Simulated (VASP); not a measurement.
Data:

```
Cr
1.0
    2.37386     0.00000     0.00000
    0.00000     2.37386     0.00000
    0.00000     0.00000     2.37386
Cr
1
Direct
  0.00000   0.00000   0.00000
```
Starting moments (μB, in the order of the record's atoms Cr): 3.0.

The numbers are results of r2SCAN meta-GGA, VASP's PBE PAW potentials (set 64) (plane waves; VASP 6.6.1), not measurements. Settings: 400 eV cut-off, 14×14×14 Γ-centred mesh, first-order Methfessel-Paxton smearing of 0.10 eV, potentials Cr_pv.

Energy and stress use the plane-wave basis of the starting cell. The moments were started parallel, and other spin orders were not tried in this run.

Q: The ions, cell shape and volume are relaxed. Give the cell that the relaxation ends in.

A: 
```
Cr
1.0
    2.31805     0.00000     0.00000
    0.00000     2.31805     0.00000
    0.00000     0.00000     2.31805
Cr
1
Cartesian
  0.00000   0.00000   0.00000
```
Space group Pm-3m (221), at a tolerance of 0.03 Å. The cell ends with 0.22 μB, on the sites 0.22 μB.

Q: How do energy and volume change from the first to the last step?

A: The energy (σ→0) changes by -36.2 meV/atom and the volume by -6.9 %, in 4 ionic steps.

| step | E(σ→0) (eV) | max force (eV/Å) | pressure (GPa) | volume (Å³) |
|---|---|---|---|---|
| 1 | -13.6896 | 0.000 | -12.12 | 13.38 |
| 2 | -13.6715 | 0.000 | 19.53 | 11.51 |
| 3 | -13.7257 | 0.000 | -0.57 | 12.49 |
| 4 | -13.7258 | 0.000 | 0.06 | 12.46 |

The structure was generated: Cr was put into the simple-cubic type (Pm-3m), which need not be its known phase. This run relaxes it. Symmetry was kept, so distortions that lower it aren't found.
